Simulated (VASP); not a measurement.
```
CELL_PARAMETERS angstrom
      3.99768     0.00000     0.00000
      0.00000     3.99768     0.00000
      0.00000     0.00000     5.23981
ATOMIC_POSITIONS crystal
  Ba 0.50000 0.50000 0.50000
  Ta 0.00000 0.00000 0.00000
```

Calculation: PBE GGA, VASP's PBE PAW potentials (set 64) (plane waves; VASP 6.6.1). Run with 300 eV cut-off, 6×6×4 Γ-centred mesh, Fermi-Dirac smearing of 0.10 eV, potentials Ba_sv Ta_pv.

At this cut-off the stress carries a Pulay error, which pulls relaxed volumes low.

Task: Give the stress tensor in GPa (positive for a compressed cell).

Result: 
```
-8.44   0.00   0.00
 0.00  -8.44   0.00
 0.00   0.00  -5.48
```
The pressure is its mean diagonal, -7.45 GPa.

The structure was generated: BaTa was put into an ordered model structure, which need not be its known phase. The cell was not relaxed at this level. The electron count is odd and the run is not spin-polarised, which forces a metal. VASP warned that the highest band is occupied, so more bands are needed.
